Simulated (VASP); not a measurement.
An input for Quantum ESPRESSO's pw.x (written as the equivalent of a VASP run, and not itself run):

```
&CONTROL
  calculation = 'scf'
  pseudo_dir = './pseudo'
  outdir = './out'
  tprnfor = .true.
  tstress = .true.
/
&SYSTEM
  ibrav = 0
  nat = 3
  ntyp = 2
  ecutwfc = 78
  occupations = 'tetrahedra'
  input_dft = 'pbesol'
/
&ELECTRONS
  conv_thr = 7.3e-09
  electron_maxstep = 100
/
ATOMIC_SPECIES
  Ca 40.078 Ca.upf
  Ge 72.630 Ge.upf
CELL_PARAMETERS angstrom
     4.0085403    0.0000000    0.0000000
    -2.0042701    3.4714977   -0.0000000
     0.0000000    0.0000000    4.8165585
ATOMIC_POSITIONS crystal
  Ca   1.0000000  0.0000000  1.0000000
  Ge   0.6666670  0.3333330  0.6059949
  Ge   0.3333330  0.6666670  0.3940051
K_POINTS automatic
  10 10 7 0 0 0
```

Problem. Write the VASP files for the same calculation (PBEsol).

Solution. Several could match; the one computed here: 
**POSCAR**
```
CaGe2
1
    4.0085402537     0.0000000000     0.0000000000
   -2.0042701268     3.4714977407    -0.0000000000
    0.0000000000     0.0000000000     4.8165584814
Ca Ge
1 2
Direct
  1.0000000000   0.0000000000   1.0000000000
  0.6666670000   0.3333330000   0.6059948545
  0.3333330000   0.6666670000   0.3940051455
```

### KPOINTS
```
kpoints
0
gamma
  10 10 7
0 0 0
```

**INCAR**
```
# general
SYSTEM =CaGe2
PREC   =Accurate
ENCUT  =400
LREAL  =.FALSE.
LASPH  =.TRUE.

# electronic loop
EDIFF  =1E-7
NELM   =100
ALGO   =Normal
LMAXMIX=4

# smearing
ISMEAR =-5

# functional
GGA    =PS

# ions
ISIF   =2

# output
LWAVE  =.FALSE.
LCHARG =.TRUE.
LORBIT =11
NEDOS  =601

# other
LEFG   =.TRUE.
```

POTCAR, in this order: Ca_sv Ge_d (PBE.64 set). Program: vasp_std.

The two are equivalent in intent, not identical: the potentials are each code's own (VASP's PAW set, PseudoDojo norm-conserving files in pw.x), so ENCUT and ecutwfc are chosen apart and not converted; conv_thr bounds pw.x's estimated SCF error, while EDIFF bounds the energy change between steps; the field gradients of LEFG aren't asked of the other code.

The structure comes from a computed database's CaGe2 entry (P-3m1); how it stands against other phases isn't given here. It was relaxed first.
